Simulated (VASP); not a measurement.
Level of theory: PBEsol GGA, VASP's PBE PAW potentials (set 64) (plane waves; VASP).

VASP ran on this input.

### INCAR
```
! general
SYSTEM  = WSi2
PREC    = Accurate
ENCUT   = 480
LREAL   = .FALSE.
LASPH   = .TRUE.

! electronic loop
EDIFF   = 1E-7
NELM    = 100
ALGO    = Normal
LMAXMIX = 6

! smearing
ISMEAR  = 1
SIGMA   = 0.1

! functional
GGA     = PS

! ions
ISIF    = 2

! output
LWAVE   = .FALSE.
LCHARG  = .FALSE.
```

**POSCAR**
```
WSi2
1
   -1.6097667731     1.6097667731     3.9314428660
    1.6097667731    -1.6097667731     3.9314428660
    1.6097667731     1.6097667731    -3.9314428660
Si W
2 1
Direct
  0.6655472604   0.6655472604   0.0000000000
  0.3344527396   0.3344527396   0.0000000000
  0.0000000000   0.0000000000   0.0000000000
```

File KPOINTS:
```
Automatic
0
Gamma
  12 12 12
```

POTCAR, in this order: Si W_sv (PBE.64 set). Program: vasp_std.

Output of the run:

OSZICAR:
```
       N       E                     dE             d eps       ncg     rms          rms(c)
DAV:   1     0.119835626845E+03    0.11984E+03   -0.10677E+04  4890   0.140E+03
DAV:   2    -0.234104230107E+02   -0.14325E+03   -0.14132E+03  5625   0.347E+02
DAV:   3    -0.274940695860E+02   -0.40836E+01   -0.39429E+01  6515   0.501E+01
DAV:   4    -0.275259596654E+02   -0.31890E-01   -0.31866E-01  5611   0.509E+00
DAV:   5    -0.275263263652E+02   -0.36670E-03   -0.36668E-03  6514   0.560E-01    0.256E+01
DAV:   6    -0.267564075283E+02    0.76992E+00   -0.43702E+00  5884   0.156E+01    0.886E+00
DAV:   7    -0.266599272618E+02    0.96480E-01   -0.29911E-01  5478   0.322E+00    0.450E+00
DAV:   8    -0.266341636903E+02    0.25764E-01   -0.50750E-02  6297   0.192E+00    0.294E-01
DAV:   9    -0.266335908584E+02    0.57283E-03   -0.12316E-03  5758   0.296E-01    0.171E-01
DAV:  10    -0.266334565249E+02    0.13433E-03   -0.32085E-04  6094   0.182E-01    0.378E-02
DAV:  11    -0.266334504001E+02    0.61247E-05   -0.37519E-05  6234   0.507E-02    0.153E-02
DAV:  12    -0.266334503256E+02    0.74536E-07   -0.16672E-06  6046   0.887E-03    0.381E-03
DAV:  13    -0.266334498582E+02    0.46740E-06   -0.38623E-07  5515   0.607E-03    0.620E-04
DAV:  14    -0.266334498229E+02    0.35299E-07   -0.12741E-08  2984   0.119E-03
   1 F= -.26633450E+02 E0= -.26633494E+02  d E =0.132625E-03
```

File OUTCAR:
```
------------------------ aborting loop because EDIFF is reached ----------------------------------------
  FORCE on cell =-STRESS in cart. coord.  units (eV):
  Direction    XX          YY          ZZ          XY          YZ          ZX
  --------------------------------------------------------------------------------------
  Total       -0.8285844     -0.8285844     -0.9886379      0.0000000      0.0000000      0.0000000
  in kB      -32.5768758    -32.5768758    -38.8695889      0.0000000      0.0000000      0.0000000
  external PRESSURE =     -34.6744468 kB  Pullay stress =       0.0000000 kB
  volume of cell :       40.75
      direct lattice vectors                 reciprocal lattice vectors
    -1.609766773  1.609766773  3.931442866     0.000000000  0.310604001  0.127179770
     1.609766773 -1.609766773  3.931442866     0.310604001  0.000000000  0.127179770
     1.609766773  1.609766773 -3.931442866     0.310604001  0.310604001  0.000000000
 POSITION                                       TOTAL-FORCE (eV/Angst)
 -----------------------------------------------------------------------------------
      0.00000      0.00000      5.23312        -0.000000     -0.000000     -0.028800
      0.00000      0.00000      2.62976         0.000000      0.000000      0.028800
      0.00000      0.00000      0.00000        -0.000000     -0.000000      0.000000
 -----------------------------------------------------------------------------------
    total drift:                                0.000000     -0.000000     -0.000000
  FREE ENERGIE OF THE ION-ELECTRON SYSTEM (eV)
  ---------------------------------------------------
  free  energy   TOTEN  =       -26.6334498229 eV

  energy  without entropy=      -26.6335824484  energy(sigma->0) =      -26.63349403
```
(Selected blocks of OUTCAR.)

The compound is WSi2 in the MoSi2 type structure. This cell was strained or had an atom moved on purpose.
